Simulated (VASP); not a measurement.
# CsLi2 (P-6m2) in VASP: further runs

One crystal, CsLi2, is run at these levels: revPBE, BLYP, AM05, PW91, optB88-vdW; tasks: relaxation of cell and atoms.

Program: VASP 6.6.1. These are calculated values, not measurements. Logs are shortened: lines on timing, memory, paths and dates and some standing lists are left out, and cuts for length are marked.

### Step 1. The crystal as given

Symmetry: P-6m2, No. 187, hexagonal system. Conventional cell: a = 3.966 Å, b = 3.966 Å, c = 10.028 Å, α = 90.00°, β = 90.00°, γ = 120.00°. Cs (site symmetry -6m2) has 6 Cs at 3.97 Å and 6 Li at 4.18 Å as nearest neighbours. Li (site symmetry 3m) has 1 Li at 3.04 Å as nearest neighbours.

The cell was built by a generator and needn't be a form met in nature.

### Step 2. Relaxation of cell and atoms, revPBE

INCAR reads:

```
PREC = Accurate ; ENCUT = 600
EDIFF = 1E-7 ; ISMEAR = -1
SIGMA = 0.05 ; LREAL = False
LASPH = True ; NELM = 80
ALGO = Normal ; ISIF = 3
LWAVE = False ; LCHARG = False
GGA = RE ; IBRION = 2
NSW = 40 ; EDIFFG = -0.01
```

KPOINTS reads:

```
regular mesh
0
Gamma
  8 8 3
```

POSCAR reads:

```
CsLi2
1.0
    3.9663300000      0.0000000000      0.0000000000
   -1.9831700000      3.4349500000      0.0000000000
    0.0000000000      0.0000000000     10.0283800000
Cs Li
1 2
Direct
    0.0000000000      0.0000000000      0.0000000000
    0.3333300000      0.6666700000      0.3486300000
    0.3333300000      0.6666700000      0.6513700000
```

Potentials or basis: VASP PAW PBE potentials, release 64 (Cs_sv, Li_sv).

Run with:

```bash
cat potpaw_PBE.64/Cs_sv/POTCAR potpaw_PBE.64/Li_sv/POTCAR > POTCAR
mpirun -np 1 vasp_std > vasp.out
```

OUTCAR:

```text
PREC = Accurate
   ENCUT = 600
   EDIFF = 1E-7
   ISMEAR = -1
   LREAL = False
   LASPH = True
   NELM = 80
   ISIF = 3
   GGA = RE
   IBRION = 2
   NSW = 40
   EDIFFG = -0.01

 ion  position               nearest neighbor table
   1  0.000  0.000  0.000-
   2  0.333  0.667  0.349-
   3  0.333  0.667  0.651-

  LATTYP: Found a hexagonal cell.
 ALAT       =     3.9663300000
 C/A-ratio  =     2.5283776186

  Lattice vectors:

 A1 = (   3.9663300000,   0.0000000000,   0.0000000000)
 A2 = (  -1.9831700000,   3.4349500000,   0.0000000000)
 A3 = (   0.0000000000,   0.0000000000,  10.0283800000)

Analysis of symmetry for initial positions (statically):
=====================================================================
 Subroutine PRICEL returns:
 Original cell was already a primitive cell.

 Routine SETGRP: Setting up the symmetry group for a
 hexagonal supercell.

 Subroutine GETGRP returns: Found  4 space group operations
 (whereof  4 operations were pure point group operations)
 out of a pool of 24 trial point group operations.

The static configuration has the point symmetry C_2v.

Analysis of symmetry for dynamics (positions and initial velocities):
=====================================================================
 Subroutine PRICEL returns:
 Original cell was already a primitive cell.

 Routine SETGRP: Setting up the symmetry group for a
 hexagonal supercell.

 Subroutine GETGRP returns: Found  4 space group operations
 (whereof  4 operations were pure point group operations)
 out of a pool of 24 trial point group operations.

The dynamic configuration has the point symmetry C_2v.

 Subroutine INISYM returns: Found  4 space group operations
 (whereof  4 operations are pure point group operations),
 and found     1 'primitive' translations

----------------------------------------------------------------------------------------

                                     Primitive cell

  volume of cell :     136.6281

  direct lattice vectors                    reciprocal lattice vectors
     3.966330000  0.000000000  0.000000000     0.252122239  0.145562893  0.000000000
    -1.983170000  3.434950000  0.000000000     0.000000000  0.291125053  0.000000000
     0.000000000  0.000000000 10.028380000     0.000000000  0.000000000  0.099717003

  length of vectors
     3.966330000  3.966338961 10.028380000     0.291125710  0.291125053  0.099717003

  position of ions in fractional coordinates (direct lattice)
     0.000000000  0.000000000  0.000000000
     0.333330000  0.666670000  0.348630000
     0.333330000  0.666670000  0.651370000

  ion indices of the primitive-cell ions
   primitive index   ion index
                 1           1
                 2           2
                 3           3

----------------------------------------------------------------------------------------

 KPOINTS: regular mesh

Automatic generation of k-mesh.
 Grid dimensions read from file:
 generate k-points for:    8    8    3

 Generating k-lattice:

  Cartesian coordinates                     Fractional coordinates (reciprocal lattice)
     0.031515280  0.018195362  0.000000000     0.125000000  0.000000000  0.000000000
     0.000000000  0.036390632  0.000000000     0.000000000  0.125000000  0.000000000
     0.000000000  0.000000000  0.033239001     0.000000000  0.000000000  0.333333333

  Length of vectors
     0.036390714  0.036390632  0.033239001

  Shift w.r.t. Gamma in fractional coordinates (k-lattice)
     0.000000000  0.000000000  0.000000000

 Subroutine IBZKPT returns following result:
 ===========================================

 Found     42 irreducible k-points:

 Following reciprocal coordinates:
            Coordinates               Weight
  0.000000  0.000000  0.000000      1.000000
  0.125000  0.000000  0.000000      4.000000
 -0.125000  0.125000  0.000000      2.000000
  0.250000  0.000000  0.000000      4.000000
 -0.250000  0.250000  0.000000      2.000000
  0.375000 -0.000000  0.000000      4.000000
[... 16 lines left out ...]
  0.125000  0.000000  0.333333      8.000000
 -0.125000  0.125000  0.333333      4.000000
 [... further k-points ...]
   k-points           NKPTS =     42   k-points in BZ     NKDIM =     42   number of bands    NBANDS=     11
   number of dos      NEDOS =    301   number of ions     NIONS =      3
   total plane-waves  NPLWV =  81920
   dimension x,y,z NGX =    32 NGY =   32 NGZ =   80
   dimension x,y,z NGXF=    64 NGYF=   64 NGZF=  160
   ions per type =               1   2
   NGX,Y,Z   is equivalent  to a cutoff of  13.41, 13.41, 13.26 a.u.
   NGXF,Y,Z  is equivalent  to a cutoff of  26.83, 26.83, 26.52 a.u.
 SYSTEM =  unknown system
   PREC   = accura    normal or accurate (medium, high low for compatibility)
   ISTART =      0    job   : 0-new  1-cont  2-samecut
   ICHARG =      2    charge: 1-file 2-atom 10-const
   ISPIN  =      1    spin polarized calculation?
   LNONCOLLINEAR =      F non collinear calculations
   LSORBIT =      F    spin-orbit coupling
   LASPH  =      T    aspherical Exc in radial PAW
   ENCUT  =  600.0 eV  44.10 Ry    6.64 a.u.   7.92  7.92 20.03*2*pi/ulx,y,z
   NELM   =     80;   NELMIN=  2; NELMDL= -5     # of ELM steps
   EDIFF  = 0.1E-06   stopping-criterion for ELM
   LREAL  =      F    real-space projection
   EDIFFG = -.1E-01   stopping-criterion for IOM
   NSW    =     40    number of steps for IOM
   IBRION =      2    ionic relax: 0-MD 1-quasi-New 2-CG
   NFREE  =      1    steps in history (QN), initial steepest desc. (CG)
   ISIF   =      3    stress and relaxation
   ISYM   =      2    0-nonsym 1-usesym 2-fastsym
   POTIM  = 0.5000    time-step for ionic-motion
   TEBEG  =    0.0;   TEEND  =   0.0 temperature during run
   PSTRESS=    0.0 pullay stress
   NELECT =      15.0000    total number of electrons
   NUPDOWN=      -1.0000    fix difference up-down
   EMIN   =  10.00;   EMAX   =-10.00  energy-range for DOS
   EFERMI =   0.00;   METHOD = LEGACY
   ISMEAR =    -1;   SIGMA  =   0.05  broadening in eV -4-tet -1-fermi 0-gaus
   EFERMI_NEDOS =   21; number of points for ismear=-14 and -15
   IALGO  =     38    algorithm
   IMIX   =      4    mixing-type and parameters
     AMIX     =   0.40;   BMIX     =  1.00
     AMIX_MAG =   1.60;   BMIX_MAG =  1.00
  volume/ion in A,a.u.               =      45.54       307.34
  Fermi-wavevector in a.u.,A,eV,Ry     =   0.783896  1.481349  8.360689  0.614493
  Thomas-Fermi vector in A             =   1.887918
   LORBIT       =      0    0 simple, 1 ext, 2 COOP (PROOUT), +10 PAW based schemes
   GGA     = RE    functional components
   LHFCALC =     F    Hartree Fock is set to
   AEXX    =    0.0000 exact exchange contribution
   IVDW    =     0    specifies the selected vdW correction
   LEPSILON=     F    determine dielectric tensor
   LRPA    =     F    only Hartree local field effects (RPA)
 conjugate gradient relaxation of ions
 non-spin polarized calculation
  energy-cutoff  :      600.00
  volume of cell :      136.63
 maximum number of plane-waves:      4579
   NGX = 15   NGY = 15   NGZ = 41

--------------------------------------- Ionic step        1  -------------------------------------------

 number of electron      14.9999995 magnetization

 Free energy of the ion-electron system (eV)
  ---------------------------------------------------
  ext. energy  EPLUGINS =         0.00000000
  ---------------------------------------------------
  free energy    TOTEN  =        -3.08978955 eV

  energy without entropy =       -3.07147025  energy(sigma->0) =       -3.08062990

------------------------ aborting loop because EDIFF is reached ----------------------------------------

  FORCE on cell =-STRESS in cart. coord.  units (eV):
  Direction    XX          YY          ZZ          XY          YZ          ZX
  --------------------------------------------------------------------------------------
  -------------------------------------------------------------------------------------
  Total        0.3198903      0.3198219      0.0923578     -0.0000610      0.0000000      0.0000000
  in kB        3.7512125      3.7504094      1.0830392     -0.0007151      0.0000000      0.0000000
  external PRESSURE =       2.8615537 kB  Pullay stress =       0.0000000 kB
[... 133 lines left out ...]
  energy  without entropy=       -3.0833036824  energy(sigma->0) =       -3.09209130

--------------------------------------- Ionic step        5  -------------------------------------------

 number of electron      15.0000012 magnetization

 Free energy of the ion-electron system (eV)
  ---------------------------------------------------
  ext. energy  EPLUGINS =         0.00000000
  ---------------------------------------------------
  free energy    TOTEN  =        -3.10221385 eV

  energy without entropy =       -3.08425895  energy(sigma->0) =       -3.09323640

 E-fermi :   0.4914     XC(G=0):  -6.0989

 val. band max:        0.4729424428   @ k =   0.1250   0.1250   0.0000
 cond. band min:       0.4957457007   @ k =  -0.3750   0.3750   0.0000
 fundamental gap:      0.0228032579
 Fermi energy:         0.4913869462

 k-point     1 :       0.0000    0.0000    0.0000
  band No.  band energies     occupation
      1     -47.5037      2.00000
      2     -47.5011      2.00000
      3     -23.4462      2.00000
      4     -10.1946      2.00000
      5      -9.7621      2.00000
      6      -9.7620      2.00000
      7      -1.7972      2.00000
      8      -0.3398      2.00000
      9      -0.1893      2.00000
     10       1.6688      0.00000
     11       3.6020      0.00000
[... 309 lines left out ...]
 k-point    24 :      -0.1250    0.1250    0.3333
  band No.  band energies     occupation
      1     -47.5036      2.00000
      2     -47.5010      2.00000
      3     -23.4261      2.00000
      4     -10.1621      2.00000
      5      -9.9568      2.00000
      6      -9.8030      2.00000
      7      -1.4248      2.00000
      8      -0.8458      2.00000
      9       0.8206      0.00276
     10       1.5855      0.00000
     11       3.1022      0.00000

 [... further k-points ...]

------------------------ aborting loop because EDIFF is reached ----------------------------------------

  FORCE on cell =-STRESS in cart. coord.  units (eV):
  Direction    XX          YY          ZZ          XY          YZ          ZX
  --------------------------------------------------------------------------------------
  -------------------------------------------------------------------------------------
  Total       -0.0009728     -0.0010142     -0.0091260     -0.0000358      0.0000000      0.0000000
  in kB       -0.0104591     -0.0109039     -0.0981162     -0.0003851      0.0000000      0.0000000
  external PRESSURE =      -0.0398264 kB  Pullay stress =       0.0000000 kB
[... 18 lines left out ...]
  FREE ENERGIE OF THE ION-ELECTRON SYSTEM (eV)
  ---------------------------------------------------
  free  energy   TOTEN  =        -3.1022138510 eV

  energy  without entropy=       -3.0842589506  energy(sigma->0) =       -3.09323640

 reached required accuracy - stopping structural energy minimisation
```

Wall time 2.1 min (1 thread of Intel Xeon 6975P-C (Granite Rapids), shared host); peak memory 0.32 GiB.

What came out:

```yaml
Free_energy: -3.1022 eV
Relaxed_volume: 49.67 Å³/atom
Relaxed_cell: a = 4.119 Å, b = 4.119 Å, c = 10.140 Å, α = 90.00°, β = 90.00°, γ = 120.00°
Space_group_after_relaxing_to_0.05_Å: P-6m2 (No. 187)
Energy_gained_by_relaxing: 4.1 meV/atom
Ionic_steps: 5
Pressure_after_relaxing: 0.0 GPa
Largest_force_after_relaxing: 0.003 eV/Å
Band_gap_on_the_k_mesh: none (metal or under the smearing width)
```

Forces on the atoms (eV/Å):
```
Cs   0.000  0.000  0.000
Li   0.000  0.000  0.003
Li   0.000  0.000 -0.003
```

The path:
| step | energy change (eV) | largest force (eV/Å) | pressure (GPa) | volume (Å³) |
| --- | --- | --- | --- | --- |
| 1 | 0.0000 | 0.0179 | 0.29 | 136.63 |
| 2 | -0.0032 | 0.0155 | 0.24 | 138.24 |
| 3 | -0.0099 | 0.0094 | 0.12 | 143.15 |
| 4 | -0.0111 | 0.0014 | -0.09 | 153.29 |
| 5 | -0.0124 | 0.0032 | 0.00 | 149.02 |

Final structure:
```
Cs Li
1.0
     4.11945   -0.00003    0.00000
    -2.05976    3.56755    0.00000
     0.00000    0.00000   10.14016
Cs Li
1 2
Direct
  0.00000 0.00000 0.00000
  0.33333 0.66667 0.34927
  0.33333 0.66667 0.65073
```

Levels at points of the mesh, in eV from the Fermi level:
```
           k point  band 5  band 6  band 7  band 8  band 9  band 10  band 11
(0.00, 0.00, 0.00)  -10.25  -10.25   -2.29   -0.83   -0.68     1.18     3.11
(0.50, 0.00, 0.00)  -10.52  -10.45   -0.10    0.18    0.53     0.87     1.68
(0.50, 0.50, 0.00)  -10.52  -10.45   -0.10    0.18    0.53     0.87     1.68
```

Caveat: the cutoff is under 1.25 times the usual one of these potentials, so pressure, stress and relaxed cells hold a basis-set (Pulay) error; the PAW data sets were made with another functional, which shifts forces and pressure a little. The run has no spin-orbit coupling, so splittings on Cs are missing.

### Step 3. Relaxation of cell and atoms, BLYP

Changes to INCAR since step 2:

```diff
@@ -6,3 +6,5 @@
 LWAVE = False ; LCHARG = False
-GGA = RE ; IBRION = 2
+GGA = B5 ; ALDAX = 1.0
+AGGAX = 1.0 ; AGGAC = 1.0
+ALDAC = 0.0 ; IBRION = 2
 NSW = 40 ; EDIFFG = -0.01
```

KPOINTS is that of step 2.

POSCAR is that of step 2.

Potentials or basis: VASP PAW PBE potentials, release 64 (Cs_sv, Li_sv).

Run with:

```bash
cat potpaw_PBE.64/Cs_sv/POTCAR potpaw_PBE.64/Li_sv/POTCAR > POTCAR
mpirun -np 1 vasp_std > vasp.out
```

Run time: 3.8 min. Hardware: 1 thread of Intel Xeon 6975P-C (Granite Rapids), shared host; peak memory 0.32 GiB.

Results (log left out):

- Free energy: -2.3770 eV
- Relaxed volume: 51.79 Å³/atom
- Relaxed cell: a = 4.216 Å, b = 4.216 Å, c = 10.095 Å, α = 90.00°, β = 90.00°, γ = 120.00°
- Space group after relaxing (to 0.05 Å): P-6m2 (No. 187)
- Energy gained by relaxing: 8.1 meV/atom
- Ionic steps: 6
- Pressure after relaxing: 0.0 GPa
- Largest force after relaxing: 0.004 eV/Å
- Band gap on the k mesh: none (metal or under the smearing width)

Forces in eV/Å, atoms in the order of the input:
```
Cs   0.000  0.000  0.000
Li   0.000  0.000  0.004
Li   0.000  0.000 -0.004
```

Step by step:
```
step  energy change (eV)  largest force (eV/Å)  pressure (GPa)  volume (Å³)
   1              0.0000                0.0068            0.34       136.63
   2             -0.0050                0.0059            0.29       138.54
   3             -0.0161                0.0046            0.17       144.36
   4             -0.0242                0.0052           -0.03       156.40
   5             -0.0242                0.0052           -0.02       155.70
   6             -0.0243                0.0039           -0.01       155.38
```

Final structure:
```
CELL_PARAMETERS angstrom
4.21586 -0.00010 0.00000
-2.10803 3.65100 0.00000
0.00000 0.00000 10.09498
ATOMIC_POSITIONS crystal
Cs 0.00000 0.00000 0.00000
Li 0.33333 0.66667 0.34901
Li 0.33333 0.66667 0.65099
```

Levels at points of the mesh, in eV from the Fermi level:
```
           k point  band 5  band 6  band 7  band 8  band 9  band 10  band 11
(0.00, 0.00, 0.00)  -10.31  -10.31   -2.22   -0.82   -0.61     1.19     2.92
(0.50, 0.00, 0.00)  -10.54  -10.50   -0.09    0.20    0.49     0.75     1.66
(0.50, 0.50, 0.00)  -10.54  -10.50   -0.09    0.20    0.49     0.75     1.66
```

Caveat: the cutoff is under 1.25 times the usual one of these potentials, so pressure, stress and relaxed cells hold a basis-set (Pulay) error; the PAW data sets were made with another functional, which shifts forces and pressure a little.

### Step 4. Relaxation of cell and atoms, AM05

INCAR reads:

```
PREC = Accurate ; ENCUT = 600
EDIFF = 1E-7 ; ISMEAR = -1
SIGMA = 0.05 ; LREAL = False
LASPH = True ; NELM = 80
ALGO = Normal ; ISIF = 3
LWAVE = False ; LCHARG = False
GGA = AM ; IBRION = 2
NSW = 40 ; EDIFFG = -0.01
```

KPOINTS is that of step 3.

POSCAR is that of step 3.

Run with:

```bash
cat potpaw_PBE.64/Cs_sv/POTCAR potpaw_PBE.64/Li_sv/POTCAR > POTCAR
mpirun -np 1 vasp_std > vasp.out
```

It took 2.6 min on 1 thread of Intel Xeon 6975P-C (Granite Rapids), shared host; peak memory 0.33 GiB.

It converged, with:

* Free energy: -3.4746 eV
* Relaxed volume: 44.04 Å³/atom
* Relaxed cell: a = 3.924 Å, b = 3.924 Å, c = 9.906 Å, α = 90.00°, β = 90.00°, γ = 120.00°
* Space group after relaxing (to 0.05 Å): P-6m2 (No. 187)
* Energy gained by relaxing: 0.7 meV/atom
* Ionic steps: 6
* Pressure after relaxing: 0.0 GPa
* Largest force after relaxing: 0.006 eV/Å
* Band gap on the k mesh: none (metal or under the smearing width)

Forces in eV/Å, atoms in the order of the input:
```
Cs   0.000  0.000  0.000
Li   0.000  0.000  0.006
Li   0.000  0.000 -0.006
```

Step by step:
```
step  energy change (eV)  largest force (eV/Å)  pressure (GPa)  volume (Å³)
   1              0.0000                0.0073           -0.13       136.63
   2             -0.0006                0.0071           -0.11       135.89
   3             -0.0017                0.0066           -0.05       133.68
   4             -0.0009                0.0065            0.09       129.34
   5             -0.0019                0.0063           -0.01       132.36
   6             -0.0020                0.0057           -0.01       132.11
```

Final structure:
```yaml
crystal:
  lattice:
    - [3.92407, 0.00001, 0.00000]
    - [-1.96203, 3.39836, 0.00000]
    - [0.00000, 0.00000, 9.90639]
  atoms:
    - { symbol: Cs, position: [0.00000, 0.00000, 0.00000] }
    - { symbol: Li, position: [0.33333, 0.66667, 0.34890] }
    - { symbol: Li, position: [0.33333, 0.66667, 0.65110] }
```

Levels at points of the mesh, in eV from the Fermi level:
```tsv
k point	band 5	band 6	band 7	band 8	band 9	band 10	band 11
(0.00, 0.00, 0.00)	-9.95	-9.95	-2.39	-0.85	-0.62	1.06	3.28
(0.50, 0.00, 0.00)	-10.34	-10.33	-0.17	0.09	0.50	1.10	1.84
(0.50, 0.50, 0.00)	-10.34	-10.33	-0.17	0.09	0.50	1.10	1.84
```

Caveat: the cutoff is under 1.25 times the usual one of these potentials, so pressure, stress and relaxed cells hold a basis-set (Pulay) error; the PAW data sets were made with another functional, which shifts forces and pressure a little. Spin-orbit coupling is left out, which matters for the levels of Cs.

(Part 1 of 2 ends here.)
